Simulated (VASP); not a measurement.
The input files of a VASP run:

**KPOINTS**
```
Automatic
0
gamma
 8 8 8
0 0 0
```

File POSCAR:
```
GaSb
1.0
  0.0000000000   2.9891203138   2.9891203138
  2.9891203138   0.0000000000   2.9891203138
  2.9891203138   2.9891203138   0.0000000000
Ga Sb
1 1
Cart
  0.0000000000   0.0000000000   0.0000000000
  1.4945601569   1.4945601569   1.4945601569
```

**INCAR**
```
EDIFFG = -0.01   # ionic stop
PREC = Accurate
SIGMA = 0.05
ISIF = 3
LMAXMIX = 4   # l cut-off of mixed one-centre charges
NSW = 40   # most ionic steps
IBRION = 2   # conjugate gradients
EDIFF = 1E-7   # SCF stop (eV)
METAGGA = R2SCAN
ALGO = Normal   # blocked Davidson
SYSTEM = GaSb
LMIXTAU = .True.
LASPH = .True.   # aspherical one-centre terms
PSTRESS = 50
LWAVE = .False.
ENCUT = 480   # plane-wave cut-off (eV)
ISMEAR = 0   # Gaussian
LREAL = .False.   # projection in real space or not
LCHARG = .False.
NELM = 100
```

POTCAR, in this order: Ga_d Sb (PBE.64 set). Program: vasp_std.

Problem. Translate this r2SCAN calculation to Ansatz.

Solution. One equivalent input (not run):
Ansatz 0.2 input:
```yaml
crystal:
  lattice:
    - [0.0000000, 2.9891203, 2.9891203]
    - [2.9891203, 0.0000000, 2.9891203]
    - [2.9891203, 2.9891203, 0.0000000]
  atoms:
    - { symbol: Ga, position: [0.0000000, 0.0000000, 0.0000000] }
    - { symbol: Sb, position: [0.2500000, 0.2500000, 0.2500000] }
kpoints:
  mp_grid: { grid: [8, 8, 8] }
hamiltonian:
  xc: r2scan
  pseudopotentials: { kind: paw }
scf:
  occupations: { method: gaussian, width: 0.05 }
  max_iter: 100
relax:
  max_steps: 40
  f_tol: 0.01
  cell: { p_target: 5 }
output: { forces: true, stress: true, eigenvalues: true }
```
The two are equivalent in intent, not identical: each code has its own PAW files, so the cut-off isn't converted (ENCUT is set for VASP's; basis.ecutwfc is left out, and Ansatz then takes the one that its files recommend); Ansatz stops its SCF on the density residual and VASP on the energy change (EDIFF).

The compound is GaSb in the zinc blende structure. It was relaxed first under an external pressure of 5 GPa.
